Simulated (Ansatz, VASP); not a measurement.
**One calculation of Na2Al2O, two programs**

```
CELL_PARAMETERS angstrom
4.51270 0.00000 0.00000
-2.25635 3.90812 0.00000
0.00000 0.00000 5.32306
ATOMIC_POSITIONS crystal
Na 0.33333 0.66667 0.28769
Na 0.33333 0.66667 0.71231
Al 0.66667 0.33333 0.00000
Al 0.00000 0.00000 0.00000
O 0.00000 0.00000 0.50000
```

Change from the starting cell: species swapped into the La2Cu2I type (P-6m2, No. 187).

Alike in both runs: functional PBE; k mesh 12 × 12 × 8; occupations gaussian, width 0.1 eV; no spin polarisation.

Ansatz relaxed the structure, and its values are those at the end. VASP's run is a single point on that final structure, the one shown.

|  | VASP | Ansatz |
| --- | --- | --- |
| version | VASP 6.6.1 | Ansatz 0.2.0 |
| potentials or method | VASP PAW PBE potentials, release 64 (Na_pv, Al, O) | scalar-relativistic, plane waves, PAW |
| plane-wave cutoff (eV) | 520 | 420 |
| valence electrons in the cell | 26 | 30 |

```tsv
	VASP	Ansatz	Ansatz less VASP
gap on the k mesh at the Fermi level (eV)	none	none	-
pressure (GPa)	0.0	0.0	0.00
```

A gap of «none» marks a metal or a gap that the smearing closes. The two sets of potentials don't hold the same shells in valence.
